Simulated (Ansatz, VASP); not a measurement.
Two plane-wave programs on Cu3SeF

Contents of INCAR:

```
PREC = Accurate ; ENCUT = 520
EDIFF = 1E-6 ; ISMEAR = 0
SIGMA = 0.05 ; LREAL = F
LASPH = T ; NELM = 100
ALGO = Normal ; ISIF = 2
LWAVE = F ; LCHARG = T
GGA = CA ; LELF = T
LVHAR = T ; NBANDS = 31
```

KPOINTS

```
Automatic mesh
0
Gamma
  4 4 4
```

POSCAR

```
Cu3SeF
1.0
    4.2000000000      0.0000000000      0.0000000000
    0.0000000000      4.2000000000      0.0000000000
    0.0000000000      0.0000000000      4.2000000000
Se F Cu
1 1 3
Direct
    0.0000000000      0.0000000000      0.0000000000
    0.5000000000      0.5000000000      0.5000000000
    0.5000000000      0.5000000000      0.0000000000
    0.5000000000      0.0000000000      0.5000000000
    0.0000000000      0.5000000000      0.5000000000
```

Input for Ansatz:

```yaml
crystal:
  lattice:
    - [4.2, 0.0, 0.0]
    - [0.0, 4.2, 0.0]
    - [0.0, 0.0, 4.2]
  atoms:
    - { symbol: Se, position: [0.0, 0.0, 0.0] }
    - { symbol: F, position: [0.5, 0.5, 0.5] }
    - { symbol: Cu, position: [0.5, 0.5, 0.0] }
    - { symbol: Cu, position: [0.5, 0.0, 0.5] }
    - { symbol: Cu, position: [0.0, 0.5, 0.5] }
basis:
  ecutwfc: 420
kpoints:
  mp_grid: { grid: [4, 4, 4] }
hamiltonian:
  xc: lda
scf:
  occupations: { method: gaussian, width: 0.05 }
output:
  forces: true
  stress: true
  eigenvalues: true
```

The cell comes from a database or a generator and needn't be the stable form of this composition.

Alike in both runs: task single point; functional LDA; k mesh 4 × 4 × 4; occupations gaussian, width 0.05 eV; no spin polarisation.

|  | VASP | Ansatz |
| --- | --- | --- |
| version | VASP 6.6.1 | Ansatz 0.2.0 |
| potentials or method | VASP PAW LDA potentials, release 64 (Se, F, Cu) | scalar-relativistic, plane waves, PAW |
| plane-wave cutoff (eV) | 520 | 420 |
| valence electrons in the cell | 46 | 80 |

|  | VASP | Ansatz | Ansatz less VASP |
| --- | --- | --- | --- |
| gap on the k mesh at the Fermi level (eV) | none | none | - |
| pressure (GPa) | -8.6 | -8.8 | -0.24 |

A gap of «none» marks a metal or a gap that the smearing closes. The two sets of potentials don't hold the same shells in valence.

Caveats: the k mesh is coarse (spacing up to 0.37 Å⁻¹), so the values aren't converged; the run has no spin polarisation, though such a crystal can be magnetic; semilocal functionals often make such compounds metallic where correlation or magnetic order opens a gap, which also shifts bond lengths. With open d or f shells a metallic result of LDA can be an artefact of self-interaction; +U or a hybrid may open a gap.
